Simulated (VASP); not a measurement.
Input:

```
CELL_PARAMETERS angstrom
      4.08519     0.00000     0.00000
      0.00000     4.08519     0.00000
      0.00000     0.00000     4.08519
ATOMIC_POSITIONS crystal
  Sc 0.00000 0.00000 0.00000
  Al 0.00000 0.50000 0.50000
  Al 0.50000 0.00000 0.50000
  Al 0.50000 0.50000 0.00000
```

These are r2SCAN meta-GGA, VASP's PBE PAW potentials (set 64) (plane waves; VASP) values and carry that method's errors. Settings: 520 eV cut-off, 9×9×9 Γ-centred mesh, tetrahedra with Blöchl corrections, potentials Sc_sv Al.

The cores are frozen, which limits the accuracy of field gradients.

Task: Give the principal components of the electric field gradient (V/Å²) and the asymmetry η at each nucleus.

Result: 
```
atom   Vxx   Vyy   Vzz     η
----  ----  ----  ----  ----
Sc1    0.0   0.0   0.0     -
Al2   -9.9  -9.9  19.8  0.00
Al3   -9.9  -9.9  19.8  0.00
Al4   -9.9  -9.9  19.8  0.00
```

The compound is Al3Sc in the L1_2 structure. It was relaxed first.
